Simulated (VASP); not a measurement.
Given:

```xyz
2
Lattice="0.0000 3.2839 3.2839 3.2839 0.0000 3.2839 3.2839 3.2839 0.0000" Properties=species:S:1:pos:R:3 pbc="T T T"
Te     3.2839     3.2839     3.2839
Pb     0.0000     0.0000     0.0000
```

These are PBE GGA, VASP's PBE PAW potentials (set 64) (plane waves; VASP 6.6.1) values and carry that method's errors. Run with PREC = Normal, EDIFF = 1E-5, 400 eV cut-off, 8×8×8 Γ-centred mesh, Gaussian smearing of 0.050 eV, potentials Te Pb_d.

Unless said otherwise, spin-orbit coupling is left out, though it shifts the bands of the heavy elements here.

What does the run give for the energy per atom (σ→0), band gap (on the k-mesh) with the smallest direct gap where there is one?

```json
{
  "band gap (on the k-mesh)": "0.83 eV",
  "smallest direct gap (on the k-mesh)": "0.83 eV",
  "energy per atom (σ→0)": "-3.761 eV/atom"
}
```

The absolute energy has meaning only against runs of the same code, potentials and settings.

The compound is PbTe in the rock salt structure. It was relaxed first, which changed the volume by +5 %.
